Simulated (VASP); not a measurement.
CaC2, 3 atoms in the cell. The structure is tetragonal, space group I4/mmm (No. 139). Conventional cell: a = 3.965 Å, b = 3.965 Å, c = 6.564 Å, α = 90.00°, β = 90.00°, γ = 90.00°. Ca (site symmetry 4/mmm) is surrounded by 10 C at 2.64 to 2.88 Å. C (site symmetry 4mm) has 1 C at 1.29 Å as nearest neighbours. The cell comes from a database or a generator and needn't be the stable form of this composition. The cell isn't the ideal one: strain +0.025 along x and y, +0.025 along z, atoms carried along.

```yaml
Program: VASP 6.6.1
Task: single point
Functional: LDA
Potentials_or_basis: VASP PAW LDA potentials, release 64 (Ca_sv, C)
Cutoff: 520 eV
k_mesh: 10 × 10 × 10
Occupations: gaussian, width 0.05 eV
Spin: no spin polarisation
Dipole_correction: no
Further_INCAR_settings: ALGO = Normal; EDIFF = 1e-06; NBANDS = 16
```

Potentials or basis: VASP PAW LDA potentials, release 64 (Ca_sv, C).

The run is started by

```console
$ cat potpaw_LDA.64/Ca_sv/POTCAR potpaw_LDA.64/C/POTCAR > POTCAR
$ mpirun -np 1 vasp_std > vasp.out
```

Hardware: 1 thread of Intel(R) Xeon(R) Platinum 8488C (Sapphire Rapids), on a shared host.

Problem. Estimate the wall time of this run.

Solution. It took 68 s on 1 thread of Intel(R) Xeon(R) Platinum 8488C (Sapphire Rapids) (shared host), peak memory 0.21 GiB. Counts: scf iterations 14, k points 102.
